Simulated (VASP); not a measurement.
```yaml
crystal:
  lattice:
    - [-2.08247, 2.08247, 2.08247]
    - [2.08247, -2.08247, 2.08247]
    - [2.08247, 2.08247, -2.08247]
  atoms:
    - { symbol: Na, position: [0.00000, 0.00000, 0.00000] }
```

All values below come from PBE GGA with D3 dispersion (zero damping), VASP's PBE PAW potentials (set 64) (plane waves; VASP 6.6.1). Settings: 520 eV cut-off, 11×11×11 Γ-centred mesh, first-order Methfessel-Paxton smearing of 0.10 eV, potentials Na_pv.

Question: Estimate the energy per atom (σ→0), band gap (on the k-mesh) with the smallest direct gap where there is one.

Answer: 
The band gap (on the k-mesh) is none (metal, semimetal or under 0.01 eV) and the energy per atom (σ→0) is -142.0 kJ/mol of atoms.

Total energies compare only between runs with the same potentials, cut-off and functional.

The compound is Na in the bcc structure. It was relaxed first, which changed the volume by -7 %. The start is the result of an earlier pass.
